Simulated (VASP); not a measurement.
# GaP: exact exchange and RPA correlation, part 2 of 2

Wanted: where the RPA puts the energy minimum of GaP. The scan starts from a database cell, scaled to the smallest volume of the series. The cell is of the zinc-blende type, one of the forms listed for this formula. The start is a cell from a database of measured crystal structures.

VASP 6.6.1, plane waves and PAW; the level of theory is named at each step.

So far. Step 27 (Comparison: r2SCAN, volume ratio 1.03): Its energy is -10.7262 eV an atom, on a zero of its own. Step 28 (Orbitals for comparison: HSE06, volume ratio 1.03): The run ends at a pressure of -0.31 GPa.

**29. Comparison: HSE06, volume ratio 1.03**

This step: HSE06; plane waves and PAW (Ga_d_GW, P_GW) (VASP 6.6.1).

INCAR reads:

```
SYSTEM = GaP
PREC = Accurate
ENCUT = 550
EDIFF = 1E-06
NELM = 100
ISMEAR = 0
SIGMA = 0.05
LREAL = .FALSE.
ALGO = Normal
LHFCALC = .TRUE.
AEXX = 0.25
GGA = PE
HFSCREEN = 0.2
LASPH = .TRUE.
NBANDS = 15
PRECFOCK = Fast
LWAVE = .FALSE.
LCHARG = .FALSE.
KPAR = 8
```

POSCAR reads:

```
GaP
1.0
    0.0000000000      2.7522344282      2.7522344282
    2.7522344282      0.0000000000      2.7522344282
    2.7522344282      2.7522344282      0.0000000000
Ga P
1 1
Direct
    0.0000000000      0.0000000000      0.0000000000
    0.7500000000      0.7500000000      0.7500000000
```

KPOINTS reads:

```
Automatic mesh
0
Gamma
6 6 6
0 0 0
```

The projector-augmented-wave data sets are Ga_d_GW and P_GW (PBE family, release 64).

The run starts from files that an earlier step left in the folder.

Run with:

```sh
mpirun -np 8 vasp_std
```

The job ended after 1.8 min (8 MPI ranks of Intel Xeon 6975P-C (Granite Rapids), shared host; peak memory 2.2 GiB).

Its energy is -5.3892 eV an atom, on a zero of its own.

**30. Orbitals, volume ratio 1.06**

This step: PBE; plane waves and PAW (Ga_d_GW, P_GW) (VASP 6.6.1).

The same chain follows at a volume ratio of 1.06.

INCAR reads:

```
SYSTEM = GaP
PREC = Accurate
ENCUT = 550
EDIFF = 1E-08
NELM = 100
ISMEAR = 0
SIGMA = 0.05
LREAL = .FALSE.
ALGO = Normal
GGA = PE
NBANDS = 15
LORBIT = 11
LWAVE = .TRUE.
LCHARG = .FALSE.
KPAR = 8
```

POSCAR reads:

```
GaP
1.0
    0.0000000000      2.7786998443      2.7786998443
    2.7786998443      0.0000000000      2.7786998443
    2.7786998443      2.7786998443      0.0000000000
Ga P
1 1
Direct
    0.0000000000      0.0000000000      0.0000000000
    0.7500000000      0.7500000000      0.7500000000
```

KPOINTS is that of step 29.

Run with:

```sh
mpirun -np 8 vasp_std
```

Wall time 3.8 s (8 MPI ranks); peak memory 1.4 GiB; 25 s of CPU time.

The run ends at a pressure of -2.40 GPa.

**31. Exact exchange, volume ratio 1.06**

This step: Hartree-Fock energy on PBE orbitals; plane waves and PAW (Ga_d_GW, P_GW) (VASP 6.6.1).

INCAR reads:

```
SYSTEM = GaP
PREC = Accurate
ENCUT = 550
ISMEAR = 0
SIGMA = 0.05
LREAL = .FALSE.
GGA = PE
NBANDS = 15
ALGO = Eigenval
NELM = 1
LHFCALC = .TRUE.
AEXX = 1
ALDAC = 0
AGGAC = 0
PRECFOCK = Normal
LWAVE = .FALSE.
LCHARG = .FALSE.
```

POSCAR is that of step 30.

KPOINTS is that of step 30.

The WAVECAR or CHGCAR of an earlier step is read.

Run with:

```sh
mpirun -np 8 vasp_std
```

The job ended after 54 s (8 MPI ranks; peak memory 1.1 GiB; 7.1 min of CPU time).

The Hartree-Fock energy on these orbitals is -8.0803 eV an atom.

**32. Empty bands, volume ratio 1.06**

This step: PBE; plane waves and PAW (Ga_d_GW, P_GW) (VASP 6.6.1).

INCAR reads:

```
SYSTEM = GaP
PREC = Accurate
ENCUT = 550
ISMEAR = 0
SIGMA = 0.05
LREAL = .FALSE.
GGA = PE
NBANDS = 1272
ALGO = Exact
NELM = 1
LWAVE = .TRUE.
LCHARG = .FALSE.
LOPTICS = .TRUE.
NEDOS = 1000
CSHIFT = 0.1
```

POSCAR is that of step 31.

KPOINTS is that of step 31.

Run with:

```sh
mpirun -np 8 vasp_std
```

Wall time 19 s (8 MPI ranks); peak memory 2.1 GiB.

WAVECAR now holds 1272 bands for 18 electrons.

**33. RPA correlation, volume ratio 1.06**

This step: RPA correlation on PBE orbitals; plane waves and PAW (Ga_d_GW, P_GW) (VASP 6.6.1).

INCAR reads:

```
SYSTEM = GaP
PREC = Accurate
ENCUT = 550
ISMEAR = 0
SIGMA = 0.05
LREAL = .FALSE.
GGA = PE
NBANDS = 1272
ALGO = ACFDT
ENCUTGW = 200
NOMEGA = 12
PRECFOCK = Fast
LWAVE = .FALSE.
LCHARG = .FALSE.
```

POSCAR is that of step 32.

KPOINTS is that of step 32.

Run with:

```sh
mpirun -np 8 vasp_std
```

It took 21 min on 8 MPI ranks; peak memory 8.1 GiB.

Extrapolated by the program to an infinite response cutoff, the correlation energy is -9.6216 eV an atom, +14 meV against the point before. With exact exchange the total is -17.7019 eV an atom.

**34. Comparison: r2SCAN, volume ratio 1.06**

This step: r2SCAN; plane waves and PAW (Ga_d_GW, P_GW) (VASP 6.6.1).

INCAR reads:

```
SYSTEM = GaP
PREC = Accurate
ENCUT = 550
EDIFF = 1E-06
NELM = 100
ISMEAR = 0
SIGMA = 0.05
LREAL = .FALSE.
ALGO = Normal
METAGGA = R2SCAN
LASPH = .TRUE.
NBANDS = 15
LWAVE = .FALSE.
LCHARG = .FALSE.
KPAR = 8
```

POSCAR is that of step 33.

KPOINTS is that of step 33.

Run with:

```sh
mpirun -np 8 vasp_std
```

Run time: 13 s. Hardware: 8 MPI ranks; peak memory 1.4 GiB.

Its energy is -10.7136 eV an atom, on a zero of its own.

**35. Orbitals for comparison: HSE06, volume ratio 1.06**

This step: PBE; plane waves and PAW (Ga_d_GW, P_GW) (VASP 6.6.1).

INCAR reads:

```
SYSTEM = GaP
PREC = Accurate
ENCUT = 550
EDIFF = 1E-05
NELM = 100
ISMEAR = 0
SIGMA = 0.05
LREAL = .FALSE.
ALGO = Normal
GGA = PE
NBANDS = 15
LORBIT = 11
LWAVE = .TRUE.
LCHARG = .FALSE.
KPAR = 8
```

POSCAR is that of step 34.

KPOINTS is that of step 34.

Run with:

```sh
mpirun -np 8 vasp_std
```

Wall time 3.6 s (8 MPI ranks); peak memory 1.4 GiB; 22 s of CPU time.

The run ends at a pressure of -2.37 GPa.

**36. Comparison: HSE06, volume ratio 1.06**

This step: HSE06; plane waves and PAW (Ga_d_GW, P_GW) (VASP 6.6.1).

INCAR reads:

```
SYSTEM = GaP
PREC = Accurate
ENCUT = 550
EDIFF = 1E-06
NELM = 100
ISMEAR = 0
SIGMA = 0.05
LREAL = .FALSE.
ALGO = Normal
LHFCALC = .TRUE.
AEXX = 0.25
GGA = PE
HFSCREEN = 0.2
LASPH = .TRUE.
NBANDS = 15
PRECFOCK = Fast
LWAVE = .FALSE.
LCHARG = .FALSE.
KPAR = 8
```

POSCAR is that of step 35.

KPOINTS is that of step 35.

The WAVECAR or CHGCAR of an earlier step is read.

Run with:

```sh
mpirun -np 8 vasp_std
```

The job ended after 2.3 min (8 MPI ranks; peak memory 2.2 GiB; 18 min of CPU time).

Its energy is -5.3781 eV an atom, on a zero of its own.

**37. Summary**

This step: exact exchange and RPA correlation on PBE orbitals, beside r2SCAN, beside HSE06; plane waves and PAW (VASP 6.6.1).

Derived from the runs above.

This step gave:

| Quantity | Value |
| --- | --- |
| equilibrium volume, EXX+RPA | 20.03 Å³/atom |
| bulk modulus | 91.98 GPa |

The energy above the lowest point by volume; values in meV/atom:

| volume (Å³/atom) | PBE | EXX | EXX+RPA | r2SCAN | HSE06 |
| --- | --- | --- | --- | --- | --- |
| 19.026 | 47.8 | 68.2 | 15.3 | 24.2 | 28.2 |
| 19.633 | 20.6 | 30.9 | 1.60 | 6.09 | 8.00 |
| 20.240 | 5.35 | 8.92 | 0 | 0 | 0 |
| 20.848 | 0 | 0 | 8.00 | 3.98 | 2.17 |
| 21.455 | 3.35 | 2.59 | 24.7 | 16.6 | 13.3 |

Cost is wall time times ranks on a shared host; the EXX and RPA rows hold the orbitals run too, the hybrid row not its starting run, and runs of a few seconds are mostly start-up. Fits of the equation of state:

| level | V0 (Å³/atom) | B0 (GPa) | fit error (meV/atom) | minimum inside the series | cost a point (core minutes) |
| --- | --- | --- | --- | --- | --- |
| PBE | 20.9 | 76.66 | 0.02913 | yes | 0.52 |
| EXX | 21 | 100.1 | 0.027 | yes | 8.74 |
| EXX+RPA | 20.03 | 91.98 | 0.07142 | yes | 192.6 |
| r2SCAN | 20.29 | 88.02 | 0.0125 | yes | 1.49 |
| HSE06 | 20.4 | 87.72 | 0.03197 | yes | 17.44 |

**38. What came out**

```
PBE     : V0 20.90 Å³/atom, B0 76.7 GPa
EXX     : V0 21.00 Å³/atom, B0 100 GPa
EXX+RPA : V0 20.03 Å³/atom, B0 92.0 GPa
r2SCAN  : V0 20.29 Å³/atom, B0 88.0 GPa
HSE06   : V0 20.40 Å³/atom, B0 87.7 GPa
```

**Reading.** Exact exchange with RPA correlation puts the minimum at 20.03 Å³ an atom, with a bulk modulus of 92.0 GPa. PBE puts the volume 4.3 % above EXX+RPA, at roughly 1/370 of its cost. r2SCAN puts the volume 1.3 % above EXX+RPA, at roughly 1/129 of its cost. HSE06 puts the volume 1.8 % above EXX+RPA, at roughly 1/11 of its cost. Correlation shrinks the exact-exchange volume by 4.6 %. Exact exchange and correlation are taken on one coarse mesh and aren't self-consistent; the correlation energy is extrapolated in the response cutoff by the program, which at the first volume adds -998 meV an atom to the value at the highest cutoff and varies with the volume; a small fit error says nothing about that part. NBANDS follows the largest plane-wave count of any k point, which rises in steps with the volume. The cheaper functionals share the mesh, and the fits are third-order Birch-Murnaghan curves. Not tabulated here, as repeats of values shown or as unfit to read for their mesh, reference level or band range: eps2 curves (empty bands); eps1 curves and static values (empty bands); gaps (empty bands).

[Lines on the potential files, build, host, timing and source positions are cut from VASP's logs without a mark.]

[Logs are printed without paths, hosts, clocks, repeated set-up lines and the standing remarks that a program may print on its own settings, such as how far it seeks lower states.]

[Hosts, paths, dates, database ids (printed as entryN), source tags and the programs' standing remarks are cut or masked in the printed files.]

[Pressures printed for these runs are not shown converged in the cutoff: they can be off by several GPa and have the wrong sign.]
